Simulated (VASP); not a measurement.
Data:

```xyz
1
Lattice="-1.5777 1.5777 1.5777 1.5777 -1.5777 1.5777 1.5777 1.5777 -1.5777" Properties=species:S:1:pos:R:3 pbc="T T T"
W      0.0000     0.0000     0.0000
```

The numbers are results of PBE GGA, VASP's PBE PAW potentials (set 64) (plane waves; VASP), not measurements. Run with 300 eV cut-off, 19×19×19 Γ-centred mesh, Gaussian smearing of 0.27 eV, potentials W_sv.

Problem. Give the energies of bands 5 to 10 at the high-symmetry points, in eV from the Fermi level.

Solution. 
| band | Γ | H | N | P |
|---|---|---|---|---|
| 5 | -9.67 | -5.89 | -6.32 | -2.97 |
| 6 | -1.22 | -5.89 | -3.59 | -2.97 |
| 7 | -1.22 | 5.25 | 0.72 | -2.97 |
| 8 | -1.22 | 5.25 | 2.20 | 3.37 |
| 9 | 2.30 | 5.25 | 3.20 | 3.37 |
| 10 | 2.30 | 8.34 | 6.26 | 6.72 |

It has no gap at this level: it comes out as a metal or semimetal.

The structure comes from a computed database's W entry; how it stands against other phases isn't given here. The cell was not relaxed at this level.
